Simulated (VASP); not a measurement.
VASP input:

INCAR:
```
IBRION  =  2
ISMEAR  =  1   ! Methfessel-Paxton
LMAXMIX  =  6
LREAL  =  .FALSE.   ! projection in real space or not
LCHARG  =  .FALSE.
NSW  =  60
LWAVE  =  .FALSE.
ALGO  =  Normal
LASPH  =  .TRUE.
EDIFFG  =  -0.02   ! ionic stop
SIGMA  =  0.1   ! width (eV)
SYSTEM  =  La
NELM  =  100
ISIF  =  3   ! ions, shape and volume
PREC  =  Accurate
ENCUT  =  520
EDIFF  =  1E-6
```

KPOINTS:
```
kpoints
0
gamma
 9 9 3
0 0 0
```

POSCAR:
```
La
1
    1.7870618456    -3.0952821052    -0.0000000000
    1.7870618456     3.0952821052    -0.0000000000
    0.0000000000    -0.0000000000    11.6898059953
La
4
Direct
  0.0000000000   0.0000000000   0.5000000000
  0.0000000000   0.0000000000   0.0000000000
  0.3333330000   0.6666670000   0.2500000000
  0.6666670000   0.3333330000   0.7500000000
```

POTCAR, in this order: La (LDA.64 set). Program: vasp_std.

**Question.** Write an equivalent input for Ansatz.

**Answer.** One equivalent input (not run):
Ansatz 0.2 input:
```yaml
crystal:
  lattice:
    - [1.7870618, -3.0952821, 0.0000000]
    - [1.7870618, 3.0952821, 0.0000000]
    - [0.0000000, 0.0000000, 11.6898060]
  atoms:
    - { symbol: La, position: [0.0000000, 0.0000000, 0.5000000] }
    - { symbol: La, position: [0.0000000, 0.0000000, 0.0000000] }
    - { symbol: La, position: [0.3333330, 0.6666670, 0.2500000] }
    - { symbol: La, position: [0.6666670, 0.3333330, 0.7500000] }
kpoints:
  mp_grid: { grid: [9, 9, 3] }
hamiltonian:
  xc: lda
  pseudopotentials: { kind: paw }
scf:
  occupations: { method: methfessel_paxton, width: 0.1 }
  max_iter: 100
relax:
  max_steps: 60
  f_tol: 0.02
  cell: {}
output: { forces: true, stress: true, eigenvalues: true }
```
Limits of the translation: each code has its own PAW files, so the cut-off isn't converted (ENCUT is set for VASP's; basis.ecutwfc is left out, and Ansatz then takes the one that its files recommend); Ansatz stops its SCF on the density residual and VASP on the energy change (EDIFF); Ansatz's lda is the Perdew-Wang form, while the LDA potentials of VASP carry Perdew-Zunger's.

The compound is La in the dhcp structure. This run relaxes it. Symmetry was kept, so distortions that lower it aren't found. The start is the result of an earlier pass.
